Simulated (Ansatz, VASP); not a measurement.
# Cross-check of VInS3 between VASP and Ansatz, part 2 of 2

Aim: how closely do two programs agree when they are given the same cell, functional and k mesh? The cell is generated by rule, not measured, and may not be a known phase. The cell is taken from a series of runs on this material, whose earlier steps may have relaxed, scaled, displaced or heated it; both programs get it as it stands.

VASP 6.6.1 and Ansatz 0.2.0.

So far: The starting structure; Ansatz: relaxation of cell and atoms, PBEsol, pair 1.

**3. VASP: relaxation of cell and atoms, PBEsol, pair 1**

Level of this step: PBEsol, no spin polarisation; plane waves and PAW (In_d, V_sv, S); invented cell (VASP).

The same cell, functional, mesh and smearing now go to VASP, with its own data sets.

Lines of VASP's logs that name or quote its potential files are left out, and so is its time.

Input file INCAR:

```
SYSTEM = VInS3
PREC = Accurate
ENCUT = 500
EDIFF = 1E-07
NELM = 120
ISMEAR = 1
SIGMA = 0.2
LREAL = .FALSE.
ALGO = Normal
GGA = PS
NBANDS = 54
LASPH = .TRUE.
LORBIT = 11
LWAVE = .FALSE.
LCHARG = .FALSE.
ISIF = 3
IBRION = 2
NSW = 80
EDIFFG = -0.005
GGA_COMPAT = .FALSE.
NELMIN = 4
KPAR = 2
```

Input file POSCAR:

```
VInS3
1.0
    5.9955300000      0.0000000000      0.0000000000
    0.0000000000      5.9955300000      0.0000000000
    0.0000000000      0.0000000000      4.9912710000
In V S
2 2 6
Direct
    0.5000000000      0.0000000000      0.0000000000
    0.0000000000      0.5000000000      0.0000000000
    0.0000000000      0.0000000000      0.5000000000
    0.5000000000      0.5000000000      0.5000000000
    0.1586830522      0.6586830522      0.5000000000
    0.8413169478      0.3413169478      0.5000000000
    0.3413169478      0.1586830522      0.5000000000
    0.6586830522      0.8413169478      0.5000000000
    0.0000000000      0.0000000000      0.0000000000
    0.5000000000      0.5000000000      0.0000000000
```

Input file KPOINTS:

```
Automatic mesh
0
Gamma
6 6 8
0 0 0
```

Potentials, in the order of the species: In_d, V_sv and S (PBE family, release 64).

Launch:

```bash
$ mpirun -np 2 vasp_std
```

Numbers of over 12 decimals in the logs are rounded to 6 here.

Log:

```text
[banner, memory and clock lines left out]
running    2 mpi-ranks, on    1 nodes
 distrk:  each k-point on    1 cores,    2 groups
 distr:  one band on    1 cores,    1 groups

 POSCAR found type information on POSCAR InV S
 POSCAR found :  3 types and      10 ions
|                                                                             |
|               ----> ADVICE to this user running VASP <----                  |
|                                                                             |
|     You enforced a specific xc type in the INCAR file but a different       |
|     [... a line on the potential file left out ...]
|     I HOPE YOU KNOW WHAT YOU ARE DOING!                                     |
|                                                                             |

 LDA part: xc-table for (Slater+PW92), standard interpolation
 POSCAR, INCAR and KPOINTS ok, starting setup
 FFT: planning ... GRIDC
 FFT: planning ... GRID_SOFT
 FFT: planning ... GRID
 WAVECAR not read
 entering main loop
       N       E                     dE             d eps       ncg     rms          rms(c)
DAV:   1     0.106112992851E+04    0.10611E+04   -0.42224E+04  5804   0.179E+03
DAV:   2     0.100689417082E+03   -0.96044E+03   -0.93433E+03  5420   0.524E+02
DAV:   3    -0.531144631646E+02   -0.15380E+03   -0.14486E+03  7056   0.192E+02
DAV:   4    -0.652168454266E+02   -0.12102E+02   -0.11842E+02  6962   0.519E+01
DAV:   5    -0.657687373196E+02   -0.55189E+00   -0.54901E+00  7622   0.115E+01    0.367E+01
DAV:   6    -0.882399590371E+02   -0.22471E+02   -0.33335E+02  6918   0.598E+01    0.577E+01
DAV:   7    -0.576002997447E+02    0.30640E+02   -0.16179E+02  6466   0.852E+01    0.191E+01
DAV:   8    -0.572055303892E+02    0.39477E+00   -0.15605E+01  6576   0.152E+01    0.641E+00
DAV:   9    -0.569960426255E+02    0.20949E+00   -0.13836E+00  7548   0.698E+00    0.302E+00
DAV:  10    -0.569830559477E+02    0.12987E-01   -0.32573E-01  7448   0.267E+00    0.214E+00
DAV:  11    -0.569670373807E+02    0.16019E-01   -0.83583E-02  6192   0.165E+00    0.120E+00
DAV:  12    -0.569719768022E+02   -0.49394E-02   -0.19405E-02  6330   0.674E-01    0.987E-01
DAV:  13    -0.569671339719E+02    0.48428E-02   -0.16179E-02  6302   0.590E-01    0.204E-01
DAV:  14    -0.569671775280E+02   -0.43556E-04   -0.73980E-04  7666   0.123E-01    0.999E-02
DAV:  15    -0.569671768173E+02    0.71070E-06   -0.32317E-05  7472   0.324E-02    0.801E-02
DAV:  16    -0.569671710930E+02    0.57243E-05   -0.10619E-05  8150   0.181E-02    0.272E-02
DAV:  17    -0.569671688456E+02    0.22474E-05   -0.81397E-06  6988   0.113E-02    0.112E-02
DAV:  18    -0.569671687857E+02    0.59877E-07   -0.94117E-07  6070   0.579E-03
   1 F= -.56967169E+02 E0= -.56971212E+02  d E =-.569672E+02
 curvature:   0.00 expect dE= 0.000E+00 dE for cont linesearch  0.000E+00
 trial: gam= 0.00000 g(F)=  0.657E-05 g(S)=  0.137E-05 ort = 0.000E+00 (trialstep = 0.100E+01)
 search vector abs. value=  0.794E-05
 bond charge predicted
       N       E                     dE             d eps       ncg     rms          rms(c)
DAV:   1    -0.569671882804E+02   -0.19435E-04   -0.61590E-04  5884   0.185E-01    0.376E-02
DAV:   2    -0.569672214469E+02   -0.33167E-04   -0.31860E-04  6630   0.101E-01    0.662E-02
DAV:   3    -0.569671805948E+02    0.40852E-04   -0.19618E-04  6438   0.705E-02    0.132E-02
DAV:   4    -0.569671790523E+02    0.15425E-05   -0.11088E-05  6440   0.236E-02    0.440E-03
DAV:   5    -0.569671787288E+02    0.32344E-06   -0.95896E-07  7270   0.465E-03    0.232E-03
DAV:   6    -0.569671784368E+02    0.29206E-06   -0.79470E-08  3442   0.353E-03    0.666E-04
DAV:   7    -0.569671783541E+02    0.82689E-07   -0.71068E-08  3294   0.164E-03
   2 F= -.56967178E+02 E0= -.56971226E+02  d E =-.956835E-05
 ZBRENT: can't locate minimum, use default step
 trial-energy change:   -0.000010  1 .order   -0.000008   -0.000008   -0.000009
 step:   4.0000(harm=  4.0000)  dis= 0.00080  next Energy=   -56.967206 (dE=-0.373E-04)
 reached required accuracy - stopping structural energy minimisation
```

From OUTCAR (step 3):

```text
ion  position               nearest neighbor table
   1  0.500  0.000  0.000-   7 2.84   8 2.84   7 2.84   8 2.84   9 3.00  10 3.00  10 3.00   9 3.00

  LATTYP: Found a simple tetragonal cell.
 ALAT       =     5.9955300000
 C/A-ratio  =     0.8324987115

 Subroutine GETGRP returns: Found 16 space group operations
 (whereof  8 operations were pure point group operations)

The static configuration has the point symmetry C_4h.
 The point group associated with its full space group is D_4h.

 Found     50 irreducible k-points:

   k-points           NKPTS =     50   k-points in BZ     NKDIM =     50   number of bands    NBANDS=     54

   dimension x,y,z NGX =    48 NGY =   48 NGZ =   36
   dimension x,y,z NGXF=    96 NGYF=   96 NGZF=   72

   ENCUT  =  500.0 eV  36.75 Ry    6.06 a.u.  10.93 10.93  9.10*2*pi/ulx,y,z

   NELECT =      88.0000    total number of electrons

 k-points in reciprocal lattice and weights: Automatic mesh
   0.00000000  0.00000000  0.00000000       0.003
   0.16666667  0.00000000  0.00000000       0.014
   0.33333333  0.00000000  0.00000000       0.014
   0.50000000  0.00000000  0.00000000       0.007
   0.16666667  0.16666667  0.00000000       0.014
   0.33333333  0.16666667  0.00000000       0.028
   0.50000000  0.16666667  0.00000000       0.014
   0.33333333  0.33333333  0.00000000       0.014
   0.50000000  0.33333333  0.00000000       0.014
[...]
0.50000000  0.33333333  0.50000000       0.014
   0.50000000  0.50000000  0.50000000       0.003

 average (electrostatic) potential at core
       1 -93.3826       2 -93.3826       3 -73.4054       4 -73.4054       5 -84.6352
       6 -84.6352       7 -84.6352       8 -84.6352       9 -84.3008      10 -84.3008

 E-fermi :   7.3385

 k-point     1 :       0.0000    0.0000    0.0000
  band No.  band energies     occupation
    ...
     42       5.8393      2.00000
     43       6.6945      2.00005
     44       6.6945      2.00005
     45       6.9543      2.02048
     46       7.3763      0.68627
     47       7.6488     -0.05062
     48       7.6488     -0.05062
     49       8.0659     -0.00000
     50       8.2846     -0.00000
     51       8.8172     -0.00000
    ...

 k-point     2 :       0.1667    0.0000    0.0000
  band No.  band energies     occupation
    ...
     42       6.3109      2.00000
     43       6.4527      2.00000
     44       6.7645      2.00038
     45       6.9145      2.01065
     46       6.9333      2.01468
     47       7.7887     -0.00654
     48       8.1995     -0.00000
     49       8.2022     -0.00000
     50       8.2758     -0.00000
     51       8.6838     -0.00000
    ...

 k-point     3 :       0.3333    0.0000    0.0000
  band No.  band energies     occupation
    ...
     42       6.1240      2.00000
     43       6.9497      2.01907
     44       7.0565      2.06279
     45       7.3217      1.14199
     46       7.3493      0.90848
     47       7.9814     -0.00005
     48       8.2072     -0.00000
     49       8.3238     -0.00000
     50       8.3875     -0.00000
     51       8.4007     -0.00000
    ...

  Total        0.0280076      0.0280076      0.0188897      0.0000000     -0.0000000      0.0000000
  in kB        0.2500761      0.2500761      0.1686639      0.0000000     -0.0000000      0.0000000
  external PRESSURE =       0.2229387 kB  Pullay stress =       0.0000000 kB

  energy-cutoff  :      500.00
  volume of cell :      179.44
      direct lattice vectors                 reciprocal lattice vectors
     5.995873504  0.000000000  0.000000000     0.166781370  0.000000000 -0.000000000
     0.000000000  5.995873504  0.000000000     0.000000000  0.166781370 -0.000000000
     0.000000000  0.000000000  4.991245555     0.000000000 -0.000000000  0.200350792

 POSITION                                       TOTAL-FORCE (eV/Angst)
 -----------------------------------------------------------------------------------
      2.99794      0.00000      0.00000         0.000000      0.000000      0.000000
      0.00000      2.99794      0.00000        -0.000000      0.000000      0.000000
      0.00000      0.00000      2.49562         0.000000      0.000000      0.000000
      2.99794      2.99794      2.49562         0.000000      0.000000      0.000000
      0.95164      3.94958      2.49562         0.003465      0.003465      0.000000
      5.04423      2.04629      2.49562        -0.003465     -0.003465     -0.000000
      2.04629      0.95164      2.49562        -0.003465      0.003465      0.000000
      3.94958      5.04423      2.49562         0.003465     -0.003465     -0.000000
      0.00000      0.00000      0.00000         0.000000      0.000000      0.000000
      2.99794      2.99794      0.00000        -0.000000     -0.000000      0.000000
 -----------------------------------------------------------------------------------
    total drift:                                0.000000      0.000000      0.000000

  FREE ENERGIE OF THE ION-ELECTRON SYSTEM (eV)
  ---------------------------------------------------
  free  energy   TOTEN  =       -56.9671783541 eV

  energy  without entropy=      -56.9793227781  energy(sigma->0) =      -56.97122650

 reached required accuracy - stopping structural energy minimisation

 total charge
# of ion       s       p       d       tot
------------------------------------------
    1        0.982   0.359   9.893  11.233
    2        0.982   0.359   9.893  11.233
    3        2.252   6.254   3.112  11.617
    4        2.252   6.254   3.112  11.617
    5        1.354   2.335   0.000   3.688
    6        1.354   2.335   0.000   3.688
    7        1.354   2.335   0.000   3.688
    8        1.354   2.335   0.000   3.688
    9        1.345   2.297   0.000   3.642
   10        1.345   2.297   0.000   3.642
--------------------------------------------------
tot         14.572  27.158  26.010  67.740

[... 3 further parts left out ...]
```

This run has no spin polarisation, so a moment on V, if there is one, isn't seen. The run keeps the 16 symmetry operations of its start, so it cannot find a distortion of lower symmetry.

**4. Comparison**

Known differences besides the potentials themselves: the cutoff is 420 eV in Ansatz and 500 eV in VASP; Ansatz makes its cores anew for this functional, VASP keeps those of its PBE data sets; Ansatz adds a Pulay correction to the stress that steers its cell, VASP none. Total energies have different zeros and are not compared.

Both answers:

| quantity | Ansatz | VASP | difference |
| --- | --- | --- | --- |
| volume (Å³) | 179.42 | 179.44 | -0.01 % |
| edge a after relaxation, in the typed setting (Å) | 5.995 | 5.996 | -0.01 % |
| edge c after relaxation, in the typed setting (Å) | 4.991 | 4.991 | +0.00 % |

**5. VASP: relaxation of cell and atoms, PBEsol, pair 2**

The relaxed volume is the usual yardstick between codes: in a stiff, nearly cubic crystal its relative difference is about their pressure difference at one cell divided by the bulk modulus. Its start cell is another than that of the pair before, and may be another structure of the material.

INCAR is that of step 3.

Input file POSCAR:

```
VInS3
1.0
    5.8578560000      0.0000000000      0.0000000000
    0.0000000000      5.8578560000      0.0000000000
    0.0000000000      0.0000000000      5.8584910000
In V S
2 2 6
Direct
    0.5000000000      0.5000000000      0.0000000000
    0.0000000000      0.0000000000      0.0000000000
    0.0000000000      0.5000000000      0.5680817808
    0.5000000000      0.0000000000      0.4319182192
    0.1522734598      0.1522734598      0.5000000000
    0.8477265402      0.8477265402      0.5000000000
    0.3477265402      0.6522734598      0.5000000000
    0.6522734598      0.3477265402      0.5000000000
    0.0000000000      0.5000000000      0.9369781399
    0.5000000000      0.0000000000      0.0630218601
```

Input file KPOINTS:

```
Automatic mesh
0
Gamma
6 6 6
0 0 0
```

Launch:

```bash
$ mpirun -np 2 vasp_std
```

Log:

```text
[banner, memory and clock lines left out]
running    2 mpi-ranks, on    1 nodes
[...]
[... a notice as in an earlier step ...]

 LDA part: xc-table for (Slater+PW92), standard interpolation
 POSCAR, INCAR and KPOINTS ok, starting setup
[...]
entering main loop
       N       E                     dE             d eps       ncg     rms          rms(c)
DAV:   1     0.104663991495E+04    0.10466E+04   -0.42044E+04  4638   0.172E+03
DAV:   2     0.991757131558E+02   -0.94746E+03   -0.92139E+03  4364   0.501E+02
DAV:   3    -0.529384798362E+02   -0.15211E+03   -0.14432E+03  5670   0.189E+02
DAV:   4    -0.645274720546E+02   -0.11589E+02   -0.11414E+02  5640   0.506E+01
[...]
DAV:  17    -0.573662394478E+02    0.27402E-05   -0.63458E-06  5734   0.119E-02    0.208E-02
DAV:  18    -0.573662388215E+02    0.62629E-06   -0.18404E-06  5534   0.725E-03    0.131E-02
DAV:  19    -0.573662388156E+02    0.58481E-08   -0.74412E-08  2804   0.191E-03
   1 F= -.57366239E+02 E0= -.57370618E+02  d E =-.573662E+02
[... from here on, the cycles between the ionic steps are left out ...]
   2 F= -.57366262E+02 E0= -.57370633E+02  d E =-.236790E-04
   3 F= -.57366266E+02 E0= -.57370633E+02  d E =-.269370E-04
   4 F= -.57366284E+02 E0= -.57370652E+02  d E =-.180995E-04
   5 F= -.57366324E+02 E0= -.57370696E+02  d E =-.585955E-04
   6 F= -.57366343E+02 E0= -.57370723E+02  d E =-.777438E-04
   7 F= -.57366346E+02 E0= -.57370724E+02  d E =-.807070E-04
   8 F= -.57366359E+02 E0= -.57370741E+02  d E =-.125271E-04
 trial-energy change:   -0.000013  1 .order   -0.000013   -0.000017   -0.000009
 step:   1.2614(harm=  1.2614)  dis= 0.00130  next Energy=   -57.366364 (dE=-0.176E-04)
 reached required accuracy - stopping structural energy minimisation
```

Parts of OUTCAR (step 5):

```text
  Total       -0.0243251     -0.0243251     -0.0169312     -0.0000000      0.0000000      0.0000000
  in kB       -0.1940348     -0.1940348     -0.1350556     -0.0000000      0.0000000      0.0000000
  external PRESSURE =      -0.1743750 kB  Pullay stress =       0.0000000 kB

 POSITION                                       TOTAL-FORCE (eV/Angst)
 -----------------------------------------------------------------------------------
      2.93059      2.93059      5.84674        -0.000000      0.000000     -0.000000
      5.86119      5.86119      5.84674        -0.000000      0.000000     -0.000000
      5.86119      2.93059      3.32068        -0.000000      0.000000      0.002603
      2.93059      5.86119      2.52606         0.000000      0.000000     -0.002603
      0.89399      0.89399      2.92337        -0.000765     -0.000765     -0.000000
      4.96720      4.96720      2.92337         0.000765      0.000765     -0.000000
      2.03660      3.82458      2.92337         0.000765     -0.000765     -0.000000
      3.82458      2.03660      2.92337        -0.000765      0.000765     -0.000000
      5.86119      2.93059      5.48177         0.000000      0.000000      0.003344
      2.93059     -0.00000      0.36498         0.000000      0.000000     -0.003344
 -----------------------------------------------------------------------------------
    total drift:                                0.000001     -0.000001     -0.000000

  FREE ENERGIE OF THE ION-ELECTRON SYSTEM (eV)
  ---------------------------------------------------
  free  energy   TOTEN  =       -57.3663589867 eV

  energy  without entropy=      -57.3795057419  energy(sigma->0) =      -57.37074124

[... 1 part as in an earlier step ...]

[... 3 further parts left out ...]
[key lines of the parts left out:]
E-fermi :   6.0701
```

**6. Ansatz: relaxation of cell and atoms, PBEsol, pair 2**

The same cell, functional, mesh and smearing now go to Ansatz, which takes its cutoff from its data sets.

The cell is taken from a series of runs on this material, whose earlier steps may have relaxed, scaled, displaced or heated it; both programs get it as it stands.

Input file input.yaml:

```yaml
crystal:
  lattice:
    - [5.8578562107, 0.0, 0.0]
    - [0.0, 5.8578562107, 0.0]
    - [0.0, 0.0, 5.8584907142]
  atoms:
    - { symbol: In, position: [0.5, 0.5, 0.0] }
    - { symbol: In, position: [0.0, 0.0, 0.0] }
    - { symbol: V, position: [0.0, 0.5, 0.5680817361] }
    - { symbol: V, position: [0.5, 0.0, 0.4319182639] }
    - { symbol: S, position: [0.1522734869, 0.1522734869, 0.5] }
    - { symbol: S, position: [0.8477265131, 0.8477265131, 0.5] }
    - { symbol: S, position: [0.3477265131, 0.6522734869, 0.5] }
    - { symbol: S, position: [0.6522734869, 0.3477265131, 0.5] }
    - { symbol: S, position: [0.0, 0.5, 0.936978208] }
    - { symbol: S, position: [0.5, 0.0, 0.063021792] }
kpoints:
  mp_grid: { grid: [6, 6, 6] }
hamiltonian:
  xc: pbesol
  pseudopotentials: { kind: paw, azcp: { folder: soft_1 }, xc_functional: pbe }
scf:
  occupations: { method: methfessel_paxton, width: 0.2 }
output:
  forces: true
  stress: true
  eigenvalues: true
relax:
  adjacent_minimum: "off"
  f_tol: 0.001
  max_steps: 60
  cell: { stress_tol: 0.01 }
```

Launch:

```bash
$ ansatz run input.yaml --threads 4 --pin off --max-ram 16384MiB --backend cpu --events-out ev --progress --plain --runs-dir out
```

Log:

```text
[...]
Crystal: 10 atoms, lattice volume = 201.031 Å³
Basis set: ecut = 420 eV, 3887 PW (Γ), exchange–correlation on 80×80×80 points (8 copies of the dense FFT grid, shifted against one another)
Bands: 54, of which v1, the nominal top of the filled ones, is band 44 counted from 1 (43 counted from 0)
Symmetry: 8 space group operations
[...]
k-points: 40 of 216 (time reversal used)
[...]
- { symbol: In, position: [0, 0, 0.0] }
    - { symbol: V, position: [0, 0.5, 0.568140] }
    - { symbol: V, position: [0.5, 0, 0.431860] }
    - { symbol: S, position: [0.152269, 0.152269, 0.500000] }
    - { symbol: S, position: [0.847731, 0.847731, 0.500000] }
    - { symbol: S, position: [0.347731, 0.652269, 0.500000] }
    - { symbol: S, position: [0.652269, 0.347731, 0.500000] }
    - { symbol: S, position: [0, 0.5, 0.937034] }
    - { symbol: S, position: [0.5, 0, 0.062966] }
[key lines of the parts left out:]
SCF converged after 6 iterations
Free energy (F): -22136.806676 eV
Fermi energy:    8.453565 eV
P = ⅓ Tr σ = 0.0006 GPa (0.006 kbar)
```

**7. Side by side**

The two programs side by side:

| quantity | Ansatz | VASP | difference |
| --- | --- | --- | --- |
| volume (Å³) | 201.01 | 200.86 | +0.08 % |
| edge a after relaxation, in the typed setting (Å) | 5.857 | 5.861 | -0.07 % |
| edge c after relaxation, in the typed setting (Å) | 5.859 | 5.847 | +0.21 % |

**8. Results**

```json
{
  "difference in volume (relaxation of cell and atoms, PBEsol, pair 1)": "-0.011 %",
  "difference in edge c after relaxation, in the typed setting (relaxation of cell and atoms, PBEsol, pair 2)": "0.21 %"
}
```

**Reading.** The difference in edge c after relaxation, in the typed setting is 0.21 % (relaxation of cell and atoms, PBEsol, pair 2), within the 1.2 % picked in this series as the mark of a large difference, as far as the stopping tolerances let one tell. 2 further runs of this series are not shown here. How closely two codes agree says nothing of how well the functional describes the real material.

[Lines on the potential files, build, host, timing and source positions are cut from VASP's logs without a mark.]

[Logs are printed without paths, hosts, clocks, repeated set-up lines and the standing remarks that a program may print on its own settings, such as how far it seeks lower states.]

[Hosts, paths, dates, database ids (printed as entryN), source tags and the programs' standing remarks are cut or masked in the printed files.]
